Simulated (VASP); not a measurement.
Given:

```xyz
2
Lattice="2.8800 0.0000 0.0000 0.0000 2.8800 0.0000 0.0000 0.0000 2.8800" Properties=species:S:1:pos:R:3 pbc="T T T"
Ga     1.4400     1.4400     1.4400
Co     0.0000     0.0000     0.0000
```
Cell charge +0.02.

Calculation: PBE GGA, VASP's PBE PAW potentials (set 64) (plane waves; VASP 6.6.1). Settings: NELECT = 21.98, 400 eV cut-off, 11×11×11 Γ-centred mesh, Gaussian smearing of 0.050 eV, potentials Ga_d Co.

The cell is charged, with a uniform compensating background.

**Question.** Give the stress tensor in GPa (positive for a compressed cell).

**Answer.** 
```
-1.97   0.00   0.00
 0.00  -1.97   0.00
 0.00   0.00  -1.97
```
The pressure is its mean diagonal, -1.97 GPa.

The compound is CoGa in the CsCl type structure. The cell was not relaxed at this level. The run is one of a series of settings (ISMEAR = 0, NELECT = 21.98, SIGMA = 0.05 against the base run), some of them coarse on purpose. The run is not spin-polarised, so no magnetic state was tried.
